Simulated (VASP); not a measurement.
# BaTiO3: stress against strain

BaTiO3 (tetragonal perovskite, P4mm, 12.827 Å³/atom and stress up to 0.23 GPa in the relaxed cell, c along z) under a strain ε along c (axis z), the other axes held. PBEsol in VASP (plane waves, PAW), 600 eV, 8×8×8 Γ-centred mesh, Gaussian smearing 0.05 eV; ions are relaxed, or left where forces stay under 0.02 eV/Å, within the symmetry of each cell. Stress is positive for a compressed cell.

Here s stands for strain and y for stress zz.

| strain (%) | stress zz (GPa) |
|---|---|
| -1.50 | 1.91 |
| -1.00 | 1.10 |
| -0.50 | 0.36 |
| 0.00 | -0.23 |
| 0.50 | -0.97 |
| 1.00 | -1.53 |
| 1.50 | -2.10 |
| 3.00 | ? |

Fit y of the 7 rows that show it with a straight line. Means: s 0, y -0.209. About the means, the sum of products is -9.3100 and the sum of squares of s is 7.0000; the slope is their ratio. Least squares gives y = -0.209 - 1.3300·s. Residuals (row less fit): 0.124, -0.021, -0.096, -0.021, -0.096, 0.009, 0.104; standard error 0.095 (degrees of freedom: 5). The slope gives the elastic constant C33 = 133 ± 4 GPa (± standard error of the fit, which holds the terms cut off).

Task: What does the fit predict for y at s = 3.00, and how far is the calculated value from it?

Result: y = -0.209 - 1.3300 × 3.0 = -4.199 GPa. The calculation gives -3.46 GPa, 0.739 GPa above the prediction (13.8 % of the range of y in the table). The row lies outside the fitted rows, so this is an extrapolation. From the scatter of the fitted rows alone, a prediction at this place has a standard error of 0.149 GPa, so the miss is 5.0 times that.

A polynomial of degree 2 through the 12 other runs of the series gives -3.35 there, so most of the miss is curvature that the fit leaves out. Rows are the converged runs of the series near zero and its far end, less any whose ions stayed unrelaxed beside relaxed ones; series whose fitted rows scatter by over a few per cent of the range, as at a crossing or softening among them, aren't shown in this form. Most that stay on the fit to the last digits aren't either.
